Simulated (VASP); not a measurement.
These are PBE GGA, VASP's PBE PAW potentials (set 64) (plane waves; VASP) values and carry that method's errors.

Input for VASP

### POSCAR
```
AlN
1
    1.5861000000    -2.7472060000     0.0000000000
    1.5861000000     2.7472060000     0.0000000000
    0.0000000000     0.0000000000     5.0796000000
Al N
2 2
Direct
  0.6666670000   0.3333330000   0.5000000000
  0.3333330000   0.6666670000   0.0000000000
  0.6666670000   0.3333330000   0.8820000000
  0.3333330000   0.6666670000   0.3820000000
```

INCAR:
```
# general
SYSTEM    =  AlN
PREC      =  Accurate
ENCUT     =  520   # plane-wave cut-off (eV)
LREAL     =  .False.   # projection in real space or not
LASPH     =  .True.   # aspherical one-centre terms
KSPACING  =  0.4
KGAMMA    =  .True.

# electronic loop
EDIFF     =  1E-6   # SCF stop (eV)
NELM      =  100   # most electronic steps
ALGO      =  Normal

# smearing
ISMEAR    =  0   # Gaussian
SIGMA     =  0.05   # width (eV)

# functional
GGA       =  PE   # PBE

# ions
ISIF      =  2

# output
LWAVE     =  .False.
LCHARG    =  .False.
```

POTCAR, in this order: Al N (PBE.64 set). Program: vasp_std.

Output

### OUTCAR
```
 ion  position               nearest neighbor table
   1  0.667  0.333  0.500-   4 1.93   4 1.93   4 1.93   3 1.94   2 3.13   2 3.13   2 3.13   2 3.13
                             2 3.13   2 3.13
   2  0.333  0.667  0.000-   3 1.93   3 1.93   3 1.93   4 1.94   1 3.13   1 3.13   1 3.13   1 3.13
                             1 3.13   1 3.13
   3  0.667  0.333  0.882-   2 1.93   2 1.93   2 1.93   1 1.94
   4  0.333  0.667  0.382-   1 1.93   1 1.93   1 1.93   2 1.94
  LATTYP: Found a hexagonal cell.
 ALAT       =     3.1722001854
 C/A-ratio  =     1.6012860800
 Subroutine PRICEL returns:
 Original cell was already a primitive cell.
 Subroutine GETGRP returns: Found 12 space group operations
The static configuration has the point symmetry C_3v.
 The point group associated with its full space group is C_6v.
The dynamic configuration has the point symmetry C_3v.
 Subroutine INISYM returns: Found 12 space group operations
 Subroutine IBZKPT returns following result:
 Found     21 irreducible k-points:

 Following reciprocal coordinates:
            Coordinates               Weight
  0.000000  0.000000  0.000000      1.000000
  0.166667  0.000000  0.000000      6.000000
  0.333333  0.000000  0.000000      6.000000
...
```

File OSZICAR:
```
       N       E                     dE             d eps       ncg     rms          rms(c)
DAV:   1     0.546307441443E+02    0.54631E+02   -0.73810E+03   504   0.117E+03
DAV:   2    -0.301924205379E+02   -0.84823E+02   -0.78639E+02   796   0.223E+02
DAV:   3    -0.342437342905E+02   -0.40513E+01   -0.40334E+01   660   0.525E+01
DAV:   4    -0.342793722281E+02   -0.35638E-01   -0.35632E-01   564   0.577E+00
DAV:   5    -0.342799100187E+02   -0.53779E-03   -0.53777E-03   644   0.726E-01    0.118E+01
DAV:   6    -0.297246772683E+02    0.45552E+01   -0.17163E+01   608   0.312E+01    0.414E+00
DAV:   7    -0.297503764599E+02   -0.25699E-01   -0.62763E-01   532   0.619E+00    0.282E+00
DAV:   8    -0.297439821917E+02    0.63943E-02   -0.86565E-02   548   0.308E+00    0.523E-01
DAV:   9    -0.297384945127E+02    0.54877E-02   -0.22983E-02   628   0.112E+00    0.251E-01
DAV:  10    -0.297391029925E+02   -0.60848E-03   -0.26702E-03   584   0.391E-01    0.139E-01
DAV:  11    -0.297390237342E+02    0.79258E-04   -0.22742E-04   596   0.121E-01    0.366E-02
DAV:  12    -0.297390257280E+02   -0.19938E-05   -0.98702E-06   540   0.317E-02    0.102E-02
DAV:  13    -0.297390253673E+02    0.36064E-06   -0.74225E-06   620   0.199E-02
   1 F= -.29739025E+02 E0= -.29739025E+02  d E =-.297524E-17
```

OUTCAR:
```
------------------------ aborting loop because EDIFF is reached ----------------------------------------
  FORCE on cell =-STRESS in cart. coord.  units (eV):
  Direction    XX          YY          ZZ          XY          YZ          ZX
  --------------------------------------------------------------------------------------
  Total       -2.0598838     -2.0598841     -1.8774759      0.0000000      0.0000000      0.0000000
  in kB      -74.5541797    -74.5541913    -67.9522206      0.0000000      0.0000000      0.0000000
  external PRESSURE =     -72.3535305 kB  Pullay stress =       0.0000000 kB
  volume of cell :       44.27
      direct lattice vectors                 reciprocal lattice vectors
     1.586100000 -2.747206000  0.000000000     0.315238636 -0.182003097  0.000000000
     1.586100000  2.747206000  0.000000000     0.315238636  0.182003097  0.000000000
     0.000000000  0.000000000  5.079600000     0.000000000  0.000000000  0.196865895
  FREE ENERGIE OF THE ION-ELECTRON SYSTEM (eV)
  ---------------------------------------------------
  free  energy   TOTEN  =       -29.7390253673 eV

  energy  without entropy=      -29.7390253673  energy(sigma->0) =      -29.73902537
```
(Selected blocks of OUTCAR.)

The compound is AlN in the wurtzite structure. The cell was not relaxed at this level. The run is one of a series of settings (KGAMMA = .TRUE., KSPACING = 0.4, KPOINTS file removed against the base run), some of them coarse on purpose.
